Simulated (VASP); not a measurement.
Here is the system:

```
CELL_PARAMETERS angstrom
      0.00000     2.82307     2.82307
      2.82307     0.00000     2.82307
      2.82307     2.82307     0.00000
ATOMIC_POSITIONS crystal
  Be 0.00000 0.00000 0.00000
  Te 0.25000 0.25000 0.25000
```

Level of theory: vdW-DF-cx, VASP's PBE PAW potentials (set 64) (plane waves; VASP 6.6.1). Settings: 520 eV cut-off, 9×9×9 Γ-centred mesh, tetrahedra with Blöchl corrections, potentials Be Te.

Question: Estimate the energy per atom (σ→0).

Answer: 
```yaml
energy per atom (σ→0): -2.702 eV/atom
```

Only differences to runs with the same potentials and settings are physical.

The compound is BeTe in the zinc blende structure. It was relaxed first.
